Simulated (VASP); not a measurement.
A convergence study with VASP on LiF (rock salt): a few settings are varied, all else stays as given below, so the limit is that of these other settings.

```
LiF
1.0
    0.00000     2.01500     2.01500
    2.01500     0.00000     2.01500
    2.01500     2.01500     0.00000
Li F
1 1
Direct
  0.00000   0.00000   0.00000
  0.50000   0.50000   0.50000
```

All values below come from HSE06 screened hybrid, VASP's PBE PAW potentials (set 64) (plane waves; VASP). The last row used: 520 eV cut-off, 4×4×4 Γ-centred mesh, Gaussian smearing of 0.050 eV, potentials Li_sv F.

Gaps are read on the run's mesh, which can miss a band edge.

```json
[
 {"setting": "ENCUT = 300, PRECFOCK = Fast", "E (eV/atom)": "-6.0676", "pressure (GPa)": "-84.03", "gap on the mesh (eV)": "12.772", "electronic steps": "19"},
 {"setting": "ENCUT = 400, PRECFOCK = Fast", "E (eV/atom)": "-5.7496", "pressure (GPa)": "-12.49", "gap on the mesh (eV)": "11.611", "electronic steps": "19"},
 {"setting": "ENCUT = 520, PRECFOCK = Fast", "E (eV/atom)": "-5.7018", "pressure (GPa)": "-1.26", "gap on the mesh (eV)": "11.402", "electronic steps": "19"},
 {"setting": "ENCUT = 300, PRECFOCK = Normal", "E (eV/atom)": "-6.0779", "pressure (GPa)": "-83.47", "gap on the mesh (eV)": "12.772", "electronic steps": "19"},
 {"setting": "ENCUT = 400, PRECFOCK = Normal", "E (eV/atom)": "-5.7504", "pressure (GPa)": "-12.43", "gap on the mesh (eV)": "11.611", "electronic steps": "19"},
 {"setting": "ENCUT = 520, PRECFOCK = Normal", "E (eV/atom)": "-5.7026", "pressure (GPa)": "-1.18", "gap on the mesh (eV)": "11.403", "electronic steps": "19"},
 {"setting": "ENCUT = 300, PRECFOCK = Accurate", "E (eV/atom)": "-6.0779", "pressure (GPa)": "-83.46", "gap on the mesh (eV)": "12.772", "electronic steps": "19"},
 {"setting": "ENCUT = 400, PRECFOCK = Accurate", "E (eV/atom)": "-5.7505", "pressure (GPa)": "-12.42", "gap on the mesh (eV)": "11.611", "electronic steps": "19"},
 {"setting": "ENCUT = 520, PRECFOCK = Accurate", "E (eV/atom)": "-5.7026", "pressure (GPa)": "-1.18", "gap on the mesh (eV)": "11.403", "electronic steps": "19"}
]
```

Left out are rungs that failed or repeat a setting and relaxations that didn't move; long series are thinned to 24 rows.

The compound is LiF in the rock salt structure. The cell was not relaxed at this level.
